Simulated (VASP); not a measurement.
## Vibrations of NbAs at several levels of theory

How much do the zone-centre frequencies of NbAs depend on the functional? The starting structure is a measured crystal structure from the Crystallography Open Database.

Calculated with VASP 6.6.1; Kohn-Sham DFT with plane waves and PAW; LDA, PBEsol, PBE, PBEsol + D3(BJ), r2SCAN, LDA+U (Nb d 2 eV) and r2SCAN + rVV10.

**1. Set-up**

Symmetry: I4_1md, No. 109, tetragonal system. Conventional cell: a = 3.452 Å, b = 3.452 Å, c = 11.680 Å, α = 90.00°, β = 90.00°, γ = 90.00°. Nb has 6 As at 2.60 to 2.63 Å nearest. Nearest to As lie 6 Nb at 2.60 to 2.63 Å. Farther neighbours are not listed.

**2. Modes with LDA**

LDA, the lowest rung, knows the local density alone. The cell comes from a relaxation at this level, not shown (67.44 Å³).

Input file INCAR:

```
SYSTEM = NbAs
PREC = Accurate
ENCUT = 450
EDIFF = 1E-08
NELM = 100
ISMEAR = 0
SIGMA = 0.05
LREAL = .FALSE.
ALGO = Normal
GGA = CA
NBANDS = 24
LASPH = .TRUE.
LORBIT = 11
LWAVE = .FALSE.
LCHARG = .FALSE.
KPAR = 16
IBRION = 8
ISIF = 2
```

Input file POSCAR:

```
NbAs
1.0
   -3.4196238416      0.0000000000      0.0000000000
    0.0000000000      3.4196238416      0.0000000000
    1.7098119208     -1.7098119208     -5.7669810027
Nb As
2 2
Direct
    0.0012480061      0.5012480061      0.0024960121
    0.2512480061      0.2512480061      0.5024960121
    0.5827519939      0.0827519939      0.1655039879
    0.8327519939      0.8327519939      0.6655039879
```

Input file KPOINTS:

```
Automatic mesh
0
Gamma
10 10 10
0 0 0
```

The projector-augmented-wave data sets are Nb_sv and As (LDA family, release 64).

On the command line:

```sh
$ mpirun -np 16 vasp_std
```

The log of the run:

```text
[banner, memory and clock lines left out]
running   16 mpi-ranks, on    1 nodes
 distrk:  each k-point on    1 cores,   16 groups
 distr:  one band on    1 cores,    1 groups

 POSCAR found type information on POSCAR NbAs
 POSCAR found :  2 types and       4 ions
|                                                                             |
|           W    W    AA    RRRRR   N    N  II  N    N   GGGG   !!!           |
|           W    W   A  A   R    R  NN   N  II  NN   N  G    G  !!!           |
|           W    W  A    A  R    R  N N  N  II  N N  N  G       !!!           |
|           W WW W  AAAAAA  RRRRR   N  N N  II  N  N N  G  GGG   !            |
|           WW  WW  A    A  R   R   N   NN  II  N   NN  G    G                |
|           W    W  A    A  R    R  N    N  II  N    N   GGGG   !!!           |
|                                                                             |
|     For optimal performance we recommend to set                             |
|       NCORE = 2 up to number-of-cores-per-socket                            |
|     NCORE specifies how many cores store one orbital (NPAR=cpu/NCORE).      |
|     This setting can greatly improve the performance of VASP for DFT.       |
|     The default, NCORE=1 might be grossly inefficient on modern             |
|     multi-core architectures or massively parallel machines. Do your        |
|     Unfortunately you need to use the default for GW and RPA                |
|     calculations (for HF NCORE is supported but not extensively tested      |
|     yet).                                                                   |
|                                                                             |

 LDA part: xc-table for (Slater(with rela. corr.)+CA(PZ))
 , standard interpolation
 POSCAR, INCAR and KPOINTS ok, starting setup
 FFT: planning ... GRIDC
 FFT: planning ... GRID_SOFT
 FFT: planning ... GRID
 WAVECAR not read
 entering main loop
       N       E                     dE             d eps       ncg     rms          rms(c)
DAV:   1     0.339677760836E+03    0.33968E+03   -0.17656E+04  4896   0.134E+03
DAV:   2    -0.942779430868E+01   -0.34911E+03   -0.34121E+03  6272   0.537E+02
DAV:   3    -0.365085756238E+02   -0.27081E+02   -0.26690E+02  8904   0.109E+02
DAV:   4    -0.382162175181E+02   -0.17076E+01   -0.17011E+01  7544   0.229E+01
DAV:   5    -0.382878478699E+02   -0.71630E-01   -0.71614E-01  8632   0.498E+00    0.116E+01
DAV:   6    -0.364164299129E+02    0.18714E+01   -0.81351E+00  7656   0.194E+01    0.347E+00
DAV:   7    -0.363897305993E+02    0.26699E-01   -0.41598E-01  8240   0.389E+00    0.205E+00
DAV:   8    -0.363733666900E+02    0.16364E-01   -0.63905E-02  7656   0.148E+00    0.396E-01
DAV:   9    -0.363732484014E+02    0.11829E-03   -0.57418E-03  8344   0.532E-01    0.208E-01
DAV:  10    -0.363732481940E+02    0.20741E-06   -0.11548E-03  7424   0.310E-01    0.281E-02
DAV:  11    -0.363732414617E+02    0.67323E-05   -0.56714E-05  7544   0.725E-02    0.115E-02
DAV:  12    -0.363732409664E+02    0.49524E-06   -0.29401E-06  7656   0.139E-02    0.337E-03
DAV:  13    -0.363732409078E+02    0.58682E-07   -0.28514E-07  7848   0.408E-03    0.126E-03
DAV:  14    -0.363732408963E+02    0.11421E-07   -0.97042E-08  7328   0.256E-03    0.167E-04
DAV:  15    -0.363732408963E+02    0.76398E-10   -0.42957E-09  4840   0.754E-04
   1 F= -.36373241E+02 E0= -.36372672E+02  d E =-.113821E-02
 Linear response reoptimize wavefunctions to high precision
DAV:   1    -0.363732408964E+02   -0.15689E-09   -0.11277E-09  4712   0.408E-04
DAV:   2    -0.363732408964E+02   -0.34561E-10   -0.49169E-10  4808   0.263E-04
 Linear response DOF=           6
 Linear response progress:
  Degree of freedom:   1/  6
       N       E                     dE             d eps       ncg     rms          rms(c)
RMM:   1    -0.551881325257E+00   -0.55188E+00    0.55973E+00 14282   0.301E+01
RMM:   2    -0.467918410250E+00    0.83963E-01   -0.61421E-01 20423   0.492E+00    0.172E-01
RMM:   3    -0.470265268952E+00   -0.23469E-02   -0.55893E-02 27663   0.139E+00    0.819E-02
RMM:   4    -0.470981550283E+00   -0.71628E-03   -0.91795E-03 34586   0.459E-01    0.423E-02
RMM:   5    -0.471408485632E+00   -0.42694E-03   -0.17729E-03 34936   0.185E-01    0.250E-02
RMM:   6    -0.471477273553E+00   -0.68788E-04   -0.50059E-04 34848   0.921E-02    0.596E-03
RMM:   7    -0.471354235865E+00    0.12304E-03   -0.18799E-04 36725   0.506E-02    0.539E-03
RMM:   8    -0.471341036220E+00    0.13200E-04   -0.10591E-04 37625   0.306E-02    0.395E-03
RMM:   9    -0.471346947010E+00   -0.59108E-05   -0.47924E-05 36967   0.201E-02    0.201E-03
RMM:  10    -0.471380436465E+00   -0.33489E-04   -0.27995E-05 31640   0.158E-02    0.536E-04
RMM:  11    -0.471382326024E+00   -0.18896E-05   -0.12207E-05 36676   0.999E-03    0.545E-04
RMM:  12    -0.471376174796E+00    0.61512E-05   -0.78637E-06 33777   0.774E-03    0.249E-04
RMM:  13    -0.471375988224E+00    0.18657E-06   -0.41097E-06 37727   0.581E-03    0.362E-04
RMM:  14    -0.471377595139E+00   -0.16069E-05   -0.29395E-06 37080   0.448E-03    0.390E-04
RMM:  15    -0.471379657011E+00   -0.20619E-05   -0.27957E-06 35022   0.361E-03    0.371E-04
RMM:  16    -0.471381001479E+00   -0.13445E-05   -0.16667E-06 36352   0.294E-03    0.363E-04
 first order change of Fermi-energy  -0.17539E-04
[...]
Linear response progress:
  Degree of freedom:   4/  6
       N       E                     dE             d eps       ncg     rms          rms(c)
RMM:   1    -0.502967218080E-01   -0.50297E-01   -0.18042E-02 32700   0.105E+00
RMM:   2    -0.444281416493E-01    0.58686E-02   -0.65876E-03 28001   0.388E-01    0.112E-01
RMM:   3    -0.447301101498E-01   -0.30197E-03   -0.17474E-03 31750   0.161E-01    0.587E-02
RMM:   4    -0.451036138919E-01   -0.37350E-03   -0.53451E-04 31696   0.967E-02    0.136E-02
RMM:   5    -0.451190059723E-01   -0.15392E-04   -0.18475E-04 33639   0.435E-02    0.526E-03
RMM:   6    -0.451502743854E-01   -0.31268E-04   -0.41437E-05 35101   0.195E-02    0.242E-03
RMM:   7    -0.451523173469E-01   -0.20430E-05   -0.13711E-05 36633   0.919E-03    0.163E-03
RMM:   8    -0.451508650880E-01    0.14523E-05   -0.41423E-06 35692   0.490E-03    0.606E-04
RMM:   9    -0.451518239823E-01   -0.95889E-06   -0.19087E-06 37464   0.250E-03    0.195E-04
RMM:  10    -0.451523117528E-01   -0.48777E-06   -0.86843E-07 37283   0.130E-03    0.544E-05
RMM:  11    -0.451524199424E-01   -0.10819E-06   -0.40830E-07 38032   0.712E-04    0.234E-05
RMM:  12    -0.451524170375E-01    0.29049E-08   -0.26648E-07 37894   0.431E-04    0.164E-05
RMM:  13    -0.451523268280E-01    0.90209E-07   -0.25965E-07 37533   0.283E-04    0.625E-06
RMM:  14    -0.451523429239E-01   -0.16096E-07   -0.32122E-07 37418   0.215E-04    0.499E-06
[...]
RMM:  23    -0.451523453771E-01   -0.44456E-09   -0.15538E-07 30342   0.137E-04    0.294E-07
RMM:  24    -0.451523450219E-01    0.35517E-09   -0.17030E-07 30013   0.137E-04    0.309E-07
RMM:  25    -0.451523452766E-01   -0.25467E-09   -0.12271E-07 29994   0.137E-04    0.172E-07
RMM:  26    -0.451523451694E-01    0.10714E-09   -0.19031E-07 29843   0.137E-04    0.157E-07
RMM:  27    -0.451523452837E-01   -0.11428E-09   -0.12396E-07 29736   0.137E-04    0.107E-07
RMM:  28    -0.451523451926E-01    0.91056E-10   -0.18993E-07 29652   0.137E-04    0.132E-07
RMM:  29    -0.451523453086E-01   -0.11596E-09   -0.11743E-07 29713   0.137E-04    0.108E-07
RMM:  30    -0.451523452534E-01    0.55204E-10   -0.20280E-07 29698   0.137E-04    0.112E-07
 first order change of Fermi-energy   0.18520E-04
 force on displaced ion       3 direction 1 : -13.346  -0.000  -0.000
 Linear response progress:
  Degree of freedom:   5/  6
       N       E                     dE             d eps       ncg     rms          rms(c)
RMM:   1    -0.487263847437E-01   -0.48726E-01   -0.18590E-02 32216   0.952E-01
RMM:   2    -0.428794633120E-01    0.58469E-02   -0.63735E-03 27479   0.354E-01    0.743E-02
RMM:   3    -0.431596837282E-01   -0.28022E-03   -0.13706E-03 31351   0.128E-01    0.423E-02
RMM:   4    -0.434208445711E-01   -0.26116E-03   -0.31415E-04 31627   0.725E-02    0.878E-03
RMM:   5    -0.434095463448E-01    0.11298E-04   -0.97572E-05 32579   0.327E-02    0.519E-03
RMM:   6    -0.434355342205E-01   -0.25988E-04   -0.27463E-05 34452   0.152E-02    0.180E-03
RMM:   7    -0.434346171158E-01    0.91710E-06   -0.63694E-06 36101   0.686E-03    0.122E-03
RMM:   8    -0.434340881392E-01    0.52898E-06   -0.21872E-06 35355   0.368E-03    0.471E-04
RMM:   9    -0.434356338730E-01   -0.15457E-05   -0.62586E-07 36967   0.187E-03    0.167E-04
RMM:  10    -0.434358283215E-01   -0.19445E-06   -0.26095E-07 37530   0.967E-04    0.544E-05
RMM:  11    -0.434359461172E-01   -0.11780E-06   -0.18026E-07 37732   0.534E-04    0.193E-05
RMM:  12    -0.434359508017E-01   -0.46845E-08   -0.15086E-07 37896   0.335E-04    0.137E-05
RMM:  13    -0.434358582749E-01    0.92527E-07   -0.13857E-07 36791   0.232E-04    0.733E-06
RMM:  14    -0.434358721709E-01   -0.13896E-07   -0.13937E-07 37150   0.186E-04    0.274E-06
RMM:  15    -0.434358650362E-01    0.71347E-08   -0.14692E-07 37093   0.158E-04    0.153E-06
RMM:  16    -0.434358630138E-01    0.20224E-08   -0.13973E-07 37051   0.145E-04    0.132E-06
RMM:  17    -0.434358648007E-01   -0.17869E-08   -0.15293E-07 36379   0.138E-04    0.504E-07
RMM:  18    -0.434358643735E-01    0.42721E-09   -0.14181E-07 34674   0.134E-04    0.279E-07
RMM:  19    -0.434358647008E-01   -0.32730E-09   -0.15218E-07 32998   0.132E-04    0.399E-07
RMM:  20    -0.434358650900E-01   -0.38919E-09   -0.14594E-07 32525   0.131E-04    0.212E-07
RMM:  21    -0.434358647170E-01    0.37304E-09   -0.14918E-07 30609   0.131E-04    0.796E-08
 first order change of Fermi-energy  -0.15952E-04
 force on displaced ion       3 direction 2 :  -0.000  -9.650  -0.000
 Linear response progress:
  Degree of freedom:   6/  6
       N       E                     dE             d eps       ncg     rms          rms(c)
RMM:   1    -0.645785994550E-01   -0.64579E-01   -0.18550E-02 20644   0.103E+00
RMM:   2    -0.562025379527E-01    0.83761E-02   -0.66284E-03 15584   0.419E-01    0.118E-01
RMM:   3    -0.564474917769E-01   -0.24495E-03   -0.21045E-03 15815   0.220E-01    0.109E-01
RMM:   4    -0.563236543532E-01    0.12384E-03   -0.54753E-04 16740   0.119E-01    0.499E-02
RMM:   5    -0.564533919479E-01   -0.12974E-03   -0.24468E-04 19864   0.650E-02    0.119E-02
RMM:   6    -0.564572590666E-01   -0.38671E-05   -0.53555E-05 20997   0.280E-02    0.747E-03
RMM:   7    -0.564675749199E-01   -0.10316E-04   -0.14627E-05 21612   0.127E-02    0.275E-03
RMM:   8    -0.564701497971E-01   -0.25749E-05   -0.48545E-06 21461   0.600E-03    0.683E-04
RMM:   9    -0.564718551453E-01   -0.17053E-05   -0.12616E-06 21487   0.293E-03    0.424E-04
RMM:  10    -0.564727194641E-01   -0.86432E-06   -0.52081E-07 21441   0.159E-03    0.174E-04
RMM:  11    -0.564726295486E-01    0.89916E-07   -0.15298E-07 22345   0.840E-04    0.101E-04
RMM:  12    -0.564728170589E-01   -0.18751E-06   -0.13872E-07 21947   0.482E-04    0.304E-05
RMM:  13    -0.564728194649E-01   -0.24060E-08   -0.11485E-07 23068   0.295E-04    0.892E-06
RMM:  14    -0.564728279104E-01   -0.84455E-08   -0.18525E-07 23027   0.199E-04    0.113E-05
RMM:  15    -0.564728341571E-01   -0.62467E-08   -0.10893E-07 22804   0.158E-04    0.915E-06
RMM:  16    -0.564728396496E-01   -0.54925E-08   -0.17172E-07 21961   0.141E-04    0.279E-06
RMM:  17    -0.564728322858E-01    0.73638E-08   -0.10082E-07 22458   0.131E-04    0.416E-06
RMM:  18    -0.564728362430E-01   -0.39571E-08   -0.18178E-07 21327   0.128E-04    0.106E-06
RMM:  19    -0.564728384874E-01   -0.22444E-08   -0.90956E-08 21693   0.125E-04    0.142E-06
 first order change of Fermi-energy  -0.19147E-01
 force on displaced ion       3 direction 3 :   0.000  -0.000 -14.420
 Linear response finished
```

Elapsed: 11 min, on 16 MPI ranks of AMD EPYC 7R43, shared host; peak memory 12 GiB; 1.9 h of CPU time.

Lines that name or quote the potential files are left out of all logs, and their timing lines are given in words.

(Continued in part 2 of 4.)

[Lines on the potential files, build, host, timing and source positions are cut from VASP's logs without a mark.]

[Logs are printed without paths, hosts, clocks, repeated set-up lines and the standing remarks that a program may print on its own settings, such as how far it seeks lower states.]

[Hosts, paths, dates, database ids (printed as entryN), source tags and the programs' standing remarks are cut or masked in the printed files.]
